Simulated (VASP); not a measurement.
```xyz
1
Lattice="-1.6500 1.6500 1.6500 1.6500 -1.6500 1.6500 1.6500 1.6500 -1.6500" Properties=species:S:1:pos:R:3 pbc="T T T"
Ta     0.0000     0.0000     0.0000
```

These are LDA (Ceperley-Alder, Perdew-Zunger), VASP's LDA PAW potentials (set 64) (plane waves; VASP) values and carry that method's errors. Run with 520 eV cut-off, 14×14×14 Γ-centred mesh, first-order Methfessel-Paxton smearing of 0.10 eV, potentials Ta_pv.

Energy and stress use the plane-wave basis of the starting cell.

The ions, cell shape and volume are relaxed. Which structure does the run end with?

```xyz
1
Lattice="-1.6300 1.6300 1.6300 1.6300 -1.6300 1.6300 1.6300 1.6300 -1.6300" Properties=species:S:1:pos:R:3 pbc="T T T"
Ta    -1.6300     1.6300     1.6300
```
Space group Im-3m (229), at a tolerance of 0.03 Å.

How do energy and volume change from the first to the last step?

The energy (σ→0) changes by -15.7 meV/atom and the volume by -3.6 %, in 4 ionic steps.

```csv
step,E(σ→0) (eV),max force (eV/Å),pressure (GPa),volume (Å³)
1,-12.8160,0.000,-7.56,17.97
2,-12.7330,0.000,23.12,15.85
3,-12.8317,0.000,-0.25,17.34
4,-12.8317,0.000,-0.03,17.32
```

The compound is Ta in the bcc structure. This run relaxes it. Symmetry was kept, so distortions that lower it aren't found.
